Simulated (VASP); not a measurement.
Method: PBE GGA, VASP's PBE PAW potentials (set 64) (plane waves; VASP 6.6.1).

VASP input:

KPOINTS:
```
Automatic mesh
0
Gamma
10 10 4
0 0 0
```

INCAR:
```
SYSTEM = C
PREC = Accurate
ENCUT = 600
EDIFF = 1E-7
NELM = 100
ALGO = Normal
LREAL = .FALSE.
LASPH = .TRUE.
ISMEAR = 0
SIGMA = 0.05
GGA = PE
LWAVE = .FALSE.
LCHARG = .FALSE.
ISIF = 2
IBRION = 2
NSW = 30
EDIFFG = -0.01
```

File POSCAR:
```
C
1
    1.2151654287    -2.1047277722     0.0000000000
    1.2151654287     2.1047277722     0.0000000000
    0.0000000000     0.0000000000     7.8082332506
C
4
Direct
  1.0000000000   0.0000000000   0.2500000000
  0.0000000000   1.0000000000   0.7500000000
  0.3333330000   0.6666670000   0.2500000000
  0.6666670000   0.3333330000   0.7500000000
```

POTCAR, in this order: C (PBE.64 set). Program: vasp_std.

Output

OUTCAR:
```
 ion  position               nearest neighbor table
   1  0.000  0.000  0.250-   3 1.40   3 1.40   3 1.40
   2  0.000  0.000  0.750-   4 1.40   4 1.40   4 1.40
   3  0.333  0.667  0.250-   1 1.40   1 1.40   1 1.40
   4  0.667  0.333  0.750-   2 1.40   2 1.40   2 1.40
  LATTYP: Found a hexagonal cell.
 ALAT       =     2.4303304331
 C/A-ratio  =     3.2128278296
 Subroutine PRICEL returns:
 Original cell was already a primitive cell.
 Subroutine GETGRP returns: Found 24 space group operations
The static configuration has the point symmetry D_3d.
 The point group associated with its full space group is D_6h.
The dynamic configuration has the point symmetry D_3d.
 Subroutine INISYM returns: Found 24 space group operations
 Subroutine IBZKPT returns following result:
 Found     42 irreducible k-points:

 Following reciprocal coordinates:
            Coordinates               Weight
  0.000000  0.000000  0.000000      1.000000
  0.100000 -0.000000  0.000000      6.000000
  0.200000 -0.000000  0.000000      6.000000
  0.300000  0.000000  0.000000      6.000000
  0.400000  0.000000  0.000000      6.000000
  0.500000 -0.000000  0.000000      3.000000
  0.100000  0.100000  0.000000      6.000000
  0.200000  0.100000  0.000000     12.000000
  0.300000  0.100000  0.000000     12.000000
  0.400000  0.100000  0.000000     12.000000
  0.200000  0.200000  0.000000      6.000000
  0.300000  0.200000  0.000000     12.000000
  0.400000  0.200000  0.000000      6.000000
  0.300000  0.300000  0.000000      6.000000
  0.000000  0.000000  0.250000      2.000000
  0.100000 -0.000000  0.250000     12.000000
  0.200000 -0.000000  0.250000     12.000000
  0.300000  0.000000  0.250000     12.000000
  0.400000  0.000000  0.250000     12.000000
  0.500000 -0.000000  0.250000      6.000000
...
```

**OSZICAR**
```
       N       E                     dE             d eps       ncg     rms          rms(c)
DAV:   1     0.716142723548E+02    0.71614E+02   -0.89531E+03  1008   0.136E+03
DAV:   2    -0.340992444655E+02   -0.10571E+03   -0.96590E+02  1444   0.252E+02
DAV:   3    -0.395850377593E+02   -0.54858E+01   -0.54442E+01  1260   0.591E+01
DAV:   4    -0.396617657650E+02   -0.76728E-01   -0.76622E-01  1256   0.822E+00
DAV:   5    -0.396636728265E+02   -0.19071E-02   -0.19057E-02  1276   0.124E+00    0.940E+00
DAV:   6    -0.375487890728E+02    0.21149E+01   -0.20237E+00  1172   0.999E+00    0.550E+00
DAV:   7    -0.368408859572E+02    0.70790E+00   -0.23921E+00  1160   0.109E+01    0.153E+00
DAV:   8    -0.368542611319E+02   -0.13375E-01   -0.80684E-02  1124   0.198E+00    0.150E-01
DAV:   9    -0.368540522624E+02    0.20887E-03   -0.16950E-03  1252   0.338E-01    0.828E-02
DAV:  10    -0.368544422945E+02   -0.39003E-03   -0.58669E-04  1160   0.200E-01    0.364E-02
DAV:  11    -0.368544497500E+02   -0.74555E-05   -0.12368E-05  1300   0.298E-02    0.513E-03
DAV:  12    -0.368544517953E+02   -0.20452E-05   -0.13891E-06  1192   0.116E-02    0.473E-03
DAV:  13    -0.368544517865E+02    0.87498E-08   -0.25876E-07  1244   0.501E-03
   1 F= -.36854452E+02 E0= -.36854452E+02  d E =-.368545E+02
```

OUTCAR:
```
------------------------ aborting loop because EDIFF is reached ----------------------------------------
  FORCE on cell =-STRESS in cart. coord.  units (eV):
  Direction    XX          YY          ZZ          XY          YZ          ZX
  --------------------------------------------------------------------------------------
  Total        4.1875396      4.1875376      0.0409130      0.0000000      0.0000000      0.0000000
  in kB      167.9791562    167.9790780      1.6411860      0.0000000      0.0000000      0.0000000
  external PRESSURE =     112.5331401 kB  Pullay stress =       0.0000000 kB
  volume of cell :       39.94
      direct lattice vectors                 reciprocal lattice vectors
     1.215165429 -2.104727772  0.000000000     0.411466610 -0.237560414  0.000000000
     1.215165429  2.104727772  0.000000000     0.411466610  0.237560414  0.000000000
     0.000000000  0.000000000  7.808233251     0.000000000  0.000000000  0.128069945
 POSITION                                       TOTAL-FORCE (eV/Angst)
 -----------------------------------------------------------------------------------
      0.00000      0.00000      1.95206         0.000000      0.000000     -0.000000
      0.00000      0.00000      5.85617        -0.000000     -0.000000     -0.000000
      1.21517      0.70158      1.95206        -0.000000     -0.000000     -0.000000
      1.21517     -0.70158      5.85617         0.000000     -0.000000      0.000000
 -----------------------------------------------------------------------------------
    total drift:                                0.000000     -0.000000      0.000000
  FREE ENERGIE OF THE ION-ELECTRON SYSTEM (eV)
  ---------------------------------------------------
  free  energy   TOTEN  =       -36.8544517865 eV

  energy  without entropy=      -36.8544517865  energy(sigma->0) =      -36.85445179

 reached required accuracy - stopping structural energy minimisation
```
(Selected blocks of OUTCAR.)

Without a dispersion term in the relaxation, distances and binding between the weakly bound layers, chains or molecules are unreliable, and so is what depends on them.

The compound is C in the graphite structure. This cell was strained or had an atom moved on purpose.
